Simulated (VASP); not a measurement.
# Be4B2Se (I4/mmm) in VASP: reference runs

Aim: a first look at Be4B2Se with PBE, on the cell as given.

Program: VASP 6.6.1. These are calculated values, not measurements. Logs are shortened: lines on timing, memory, paths and dates and some standing lists are left out, and cuts for length are marked.

## (1) The structure

It takes space group I4/mmm (No. 139, tetragonal). The conventional cell has a = 3.551 Å, b = 3.551 Å, c = 12.455 Å, α = 90.00°, β = 90.00°, γ = 90.00°. Be (site symmetry 4mm) is surrounded by 1 Se at 2.15 Å and 1 B at 2.38 Å. Around Be (site symmetry mmm) lie 2 Se at 1.78 Å. B (site symmetry 4mm) is surrounded by 9 Be at 2.38 to 2.55 Å. Se (site symmetry 4/mmm) is surrounded by 4 Be at 1.78 Å.

The cell was built by a generator and needn't be a form met in nature.

## (2) Single point, PBE

INCAR

```
PREC = Accurate
ENCUT = 520
EDIFF = 1E-7
ISMEAR = -1
SIGMA = 0.05
LREAL = False
LASPH = True
NELM = 80
ALGO = Normal
ISIF = 2
LWAVE = False
LCHARG = False
GGA = PE
NBANDS = 19
```

KPOINTS

```
regular mesh
0
Gamma
  11 11 11
```

POSCAR

```
Be4B2Se
1.0
   -1.7752682500      1.7752682500      6.2273184800
    1.7752682500     -1.7752682500      6.2273184800
    1.7752682500      1.7752682500     -6.2273184800
Be B Se
4 2 1
Direct
    0.3275100000      0.3275100000      0.0000000000
    0.6724900000      0.6724900000      0.0000000000
    0.5000000000      0.0000000000      0.5000000000
    0.0000000000      0.5000000000      0.5000000000
    0.1368000100      0.1368000100      0.0000000000
    0.8631999900      0.8631999900      0.0000000000
    0.5000000000      0.5000000000      0.0000000000
```

Potentials or basis: VASP PAW PBE potentials, release 64 (Be, B, Se).

Launch:

```sh
$ cat potpaw_PBE.64/Be/POTCAR potpaw_PBE.64/B/POTCAR potpaw_PBE.64/Se/POTCAR > POTCAR
$ mpirun -np 1 vasp_std > vasp.out
```

OUTCAR:

```text
PREC = Accurate
   ENCUT = 520
   EDIFF = 1E-7
   ISMEAR = -1
   LREAL = False
   LASPH = True
   NELM = 80
   ISIF = 2
   GGA = PE

 ion  position               nearest neighbor table
   1  0.328  0.328  0.000-   7 2.15
   2  0.672  0.672  0.000-   7 2.15
   3  0.500  0.000  0.500-   7 1.78   7 1.78
   4  0.000  0.500  0.500-   7 1.78   7 1.78
   5  0.137  0.137  0.000-
   6  0.863  0.863  0.000-
   7  0.500  0.500  0.000-   3 1.78   4 1.78   3 1.78   4 1.78   1 2.15   2 2.15

  LATTYP: Found a body centered tetragonal cell.
 ALAT       =     3.5505365000
 C/A-ratio  =     3.5078183142

  Lattice vectors:

 A1 = (  -1.7752682500,   1.7752682500,   6.2273184800)
 A2 = (   1.7752682500,  -1.7752682500,   6.2273184800)
 A3 = (   1.7752682500,   1.7752682500,  -6.2273184800)

Analysis of symmetry for initial positions (statically):
=====================================================================
 Subroutine PRICEL returns:
 Original cell was already a primitive cell.

 Routine SETGRP: Setting up the symmetry group for a
 body centered tetragonal supercell.

 Subroutine GETGRP returns: Found 16 space group operations
 (whereof 16 operations were pure point group operations)
 out of a pool of 16 trial point group operations.

The static configuration has the point symmetry D_4h.

Analysis of symmetry for dynamics (positions and initial velocities):
=====================================================================
 Subroutine PRICEL returns:
 Original cell was already a primitive cell.

 Routine SETGRP: Setting up the symmetry group for a
 body centered tetragonal supercell.

 Subroutine GETGRP returns: Found 16 space group operations
 (whereof 16 operations were pure point group operations)
 out of a pool of 16 trial point group operations.

The dynamic configuration has the point symmetry D_4h.

 Subroutine INISYM returns: Found 16 space group operations
 (whereof 16 operations are pure point group operations),
 and found     1 'primitive' translations

----------------------------------------------------------------------------------------

                                     Primitive cell

  volume of cell :      78.5035

  direct lattice vectors                    reciprocal lattice vectors
    -1.775268250  1.775268250  6.227318480     0.000000000  0.281647576  0.080291381
     1.775268250 -1.775268250  6.227318480     0.281647576  0.000000000  0.080291381
     1.775268250  1.775268250 -6.227318480     0.281647576  0.281647576  0.000000000

  length of vectors
     6.714361486  6.714361486  6.714361486     0.292868679  0.292868679  0.398309822

  position of ions in fractional coordinates (direct lattice)
     0.327510000  0.327510000  0.000000000
     0.672490000  0.672490000  0.000000000
     0.500000000  0.000000000  0.500000000
     0.000000000  0.500000000  0.500000000
     0.136800010  0.136800010  0.000000000
     0.863199990  0.863199990  0.000000000
     0.500000000  0.500000000  0.000000000

  ion indices of the primitive-cell ions
   primitive index   ion index
                 1           1
                 2           2
                 3           3
                 4           4
                 5           5
                 6           6
                 7           7

----------------------------------------------------------------------------------------

 KPOINTS: regular mesh

Automatic generation of k-mesh.
 Grid dimensions read from file:
 generate k-points for:   11   11   11

 Generating k-lattice:

  Cartesian coordinates                     Fractional coordinates (reciprocal lattice)
     0.000000000  0.025604325  0.007299216     0.090909091  0.000000000  0.000000000
     0.025604325  0.000000000  0.007299216     0.000000000  0.090909091  0.000000000
     0.025604325  0.025604325  0.000000000     0.000000000  0.000000000  0.090909091

  Length of vectors
     0.026624425  0.026624425  0.036209984

  Shift w.r.t. Gamma in fractional coordinates (k-lattice)
     0.000000000  0.000000000  0.000000000

 Subroutine IBZKPT returns following result:
 ===========================================

 Found    126 irreducible k-points:

 Following reciprocal coordinates:
            Coordinates               Weight
  0.000000  0.000000  0.000000      1.000000
  0.090909  0.000000  0.000000      8.000000
  0.181818  0.000000  0.000000      8.000000
  0.272727  0.000000 -0.000000      8.000000
  0.363636  0.000000 -0.000000      8.000000
  0.454545  0.000000  0.000000      8.000000
[... 16 lines left out ...]
 -0.272727  0.181818  0.000000     16.000000
 -0.181818  0.181818  0.000000      4.000000
 [... further k-points ...]
   k-points           NKPTS =    126   k-points in BZ     NKDIM =    126   number of bands    NBANDS=     19
   number of dos      NEDOS =    301   number of ions     NIONS =      7
   total plane-waves  NPLWV = 125000
   dimension x,y,z NGX =    50 NGY =   50 NGZ =   50
   dimension x,y,z NGXF=   100 NGYF=  100 NGZF=  100
   ions per type =               4   2   1
   NGX,Y,Z   is equivalent  to a cutoff of  12.38, 12.38, 12.38 a.u.
   NGXF,Y,Z  is equivalent  to a cutoff of  24.76, 24.76, 24.76 a.u.
 SYSTEM =  unknown system
   PREC   = accura    normal or accurate (medium, high low for compatibility)
   ISTART =      0    job   : 0-new  1-cont  2-samecut
   ICHARG =      2    charge: 1-file 2-atom 10-const
   ISPIN  =      1    spin polarized calculation?
   LNONCOLLINEAR =      F non collinear calculations
   LSORBIT =      F    spin-orbit coupling
   LASPH  =      T    aspherical Exc in radial PAW
   ENCUT  =  520.0 eV  38.22 Ry    6.18 a.u.  12.48 12.48 12.48*2*pi/ulx,y,z
   NELM   =     80;   NELMIN=  2; NELMDL= -5     # of ELM steps
   EDIFF  = 0.1E-06   stopping-criterion for ELM
   LREAL  =      F    real-space projection
   EDIFFG = 0.1E-05   stopping-criterion for IOM
   NSW    =      0    number of steps for IOM
   IBRION =     -1    ionic relax: 0-MD 1-quasi-New 2-CG
   NFREE  =      0    steps in history (QN), initial steepest desc. (CG)
   ISIF   =      2    stress and relaxation
   ISYM   =      2    0-nonsym 1-usesym 2-fastsym
   POTIM  = 0.5000    time-step for ionic-motion
   TEBEG  =    0.0;   TEEND  =   0.0 temperature during run
   PSTRESS=    0.0 pullay stress
   NELECT =      20.0000    total number of electrons
   NUPDOWN=      -1.0000    fix difference up-down
   EMIN   =  10.00;   EMAX   =-10.00  energy-range for DOS
   EFERMI =   0.00;   METHOD = LEGACY
   ISMEAR =    -1;   SIGMA  =   0.05  broadening in eV -4-tet -1-fermi 0-gaus
   EFERMI_NEDOS =   21; number of points for ismear=-14 and -15
   IALGO  =     38    algorithm
   IMIX   =      4    mixing-type and parameters
     AMIX     =   0.40;   BMIX     =  1.00
     AMIX_MAG =   1.60;   BMIX_MAG =  1.00
  volume/ion in A,a.u.               =      11.21        75.68
  Fermi-wavevector in a.u.,A,eV,Ry     =   1.037819  1.961194 14.654417  1.077069
  Thomas-Fermi vector in A             =   2.172275
   LORBIT       =      0    0 simple, 1 ext, 2 COOP (PROOUT), +10 PAW based schemes
   GGA     = PE    functional components
   LHFCALC =     F    Hartree Fock is set to
   AEXX    =    0.0000 exact exchange contribution
   IVDW    =     0    specifies the selected vdW correction
   LEPSILON=     F    determine dielectric tensor
   LRPA    =     F    only Hartree local field effects (RPA)
 non-spin polarized calculation
  energy-cutoff  :      520.00
  volume of cell :       78.50
 maximum number of plane-waves:      2147
 NGX is ok and might be reduce to    50
   NGX = 25   NGY = 25   NGZ = 25

 number of electron      20.0000000 magnetization

 Free energy of the ion-electron system (eV)
  ---------------------------------------------------
  ext. energy  EPLUGINS =         0.00000000
  ---------------------------------------------------
  free energy    TOTEN  =       -17.95538406 eV

  energy without entropy =      -17.93095240  energy(sigma->0) =      -17.94316823

 E-fermi :   5.4024     XC(G=0): -10.1716

 val. band max:        5.4010224576   @ k =   0.0909   0.0909   0.0000
 cond. band min:       5.4158772424   @ k =  -0.1818   0.0909   0.0000
 fundamental gap:      0.0148547847
 Fermi energy:         5.4024114049

 k-point     1 :       0.0000    0.0000    0.0000
  band No.  band energies     occupation
      1     -12.5565      2.00000
      2      -4.6192      2.00000
      3      -3.0055      2.00000
      4      -3.0055      2.00000
      5      -2.4489      2.00000
      6       2.0064      2.00000
[... 11 lines left out ...]
     18      11.3202      0.00000
     19      12.3740      0.00000

 k-point     2 :       0.0909    0.0000    0.0000
  band No.  band energies     occupation
      1     -12.5373      2.00000
      2      -4.5492      2.00000
      3      -3.4124      2.00000
      4      -2.9573      2.00000
      5      -2.1074      2.00000
      6       2.1033      2.00000
[... 11 lines left out ...]
     18      10.9732      0.00000
     19      12.5292      0.00000

 k-point     3 :       0.1818    0.0000    0.0000
  band No.  band energies     occupation
      1     -12.4846      2.00000
      2      -4.3465      2.00000
      3      -4.0241      2.00000
      4      -2.8218      2.00000
      5      -1.6004      2.00000
      6       1.4578      2.00000
[... 11 lines left out ...]
     18      10.6443      0.00000
     19      12.3100      0.00000

 k-point     4 :       0.2727    0.0000   -0.0000
  band No.  band energies     occupation
      1     -12.4126      2.00000
      2      -4.6183      2.00000
      3      -3.9844      2.00000
      4      -2.6293      2.00000
      5      -1.0450      2.00000
      6       0.4931      2.00000
[... 407 lines left out ...]
     18      10.3496      0.00000
     19      11.4650      0.00000

 k-point    23 :      -0.2727    0.1818    0.0000
  band No.  band energies     occupation
      1     -12.3663      2.00000
      2      -4.4944      2.00000
      3      -3.6202      2.00000
      4      -3.0645      2.00000
      5      -0.7467      2.00000
      6       0.6423      2.00000
[... 11 lines left out ...]
     18      10.5187      0.00000
     19      11.0955      0.00000

 k-point    24 :      -0.1818    0.1818    0.0000
  band No.  band energies     occupation
      1     -12.4255      2.00000
      2      -4.1939      2.00000
      3      -3.9890      2.00000
      4      -3.1262      2.00000
      5      -1.1917      2.00000
      6       1.3286      2.00000
[... 11 lines left out ...]
     18      10.4415      0.00000
     19      11.4583      0.00000

 [... further k-points ...]
[... 5 lines left out ...]
  --------------------------------------------------------------------------------------
  -------------------------------------------------------------------------------------
  Total       17.1671001     17.1671001      0.1562234      0.0000000      0.0000000      0.0000000
  in kB      350.3631986    350.3631986      3.1883613      0.0000000      0.0000000      0.0000000
  external PRESSURE =     234.6382528 kB  Pullay stress =       0.0000000 kB

 VOLUME and BASIS-vectors are now :
 -----------------------------------------------------------------------------
  energy-cutoff  :      520.00
  volume of cell :       78.50
      direct lattice vectors                 reciprocal lattice vectors
    -1.775268250  1.775268250  6.227318480     0.000000000  0.281647576  0.080291381
     1.775268250 -1.775268250  6.227318480     0.281647576  0.000000000  0.080291381
     1.775268250  1.775268250 -6.227318480     0.281647576  0.281647576  0.000000000

 POSITION                                       TOTAL-FORCE (eV/Angst)
 -----------------------------------------------------------------------------------
      0.00000      0.00000      4.07902         0.000000      0.000000     -2.748169
      0.00000      0.00000      8.37562         0.000000      0.000000      2.748169
      0.00000      1.77527      0.00000        -0.000000     -0.000000     -0.000000
      1.77527      0.00000      0.00000        -0.000000     -0.000000     -0.000000
      0.00000      0.00000      1.70379        -0.000000     -0.000000      0.966389
      0.00000      0.00000     10.75084        -0.000000     -0.000000     -0.966389
      0.00000      0.00000      6.22732        -0.000000     -0.000000     -0.000000
 -----------------------------------------------------------------------------------
    total drift:                               -0.000000     -0.000000      0.000000

  FREE ENERGIE OF THE ION-ELECTRON SYSTEM (eV)
  ---------------------------------------------------
  free  energy   TOTEN  =       -17.9553840589 eV

  energy  without entropy=      -17.9309523980  energy(sigma->0) =      -17.94316823
```

Run time: 5.4 min. Hardware: 1 thread of Intel Xeon Platinum 8488C (Sapphire Rapids), shared host; peak memory 0.46 GiB.

Results:

- Free energy: -17.9554 eV
- Pressure: 23.5 GPa
- Largest force: 2.748 eV/Å
- Band gap on the k mesh: none (metal or under the smearing width)

Forces in eV/Å, atoms in the order of the input:
```
Be   0.000  0.000 -2.748
Be   0.000  0.000  2.748
Be   0.000  0.000  0.000
Be   0.000  0.000  0.000
B    0.000  0.000  0.966
B    0.000  0.000 -0.966
Se   0.000  0.000  0.000
```

Caveat: so large a pressure means that the cell lies far from this level's equilibrium, or that cutoff or potentials fall short; forces of over 1 eV/Å show positions far from the minimum, so gaps and moduli don't describe the material at rest.
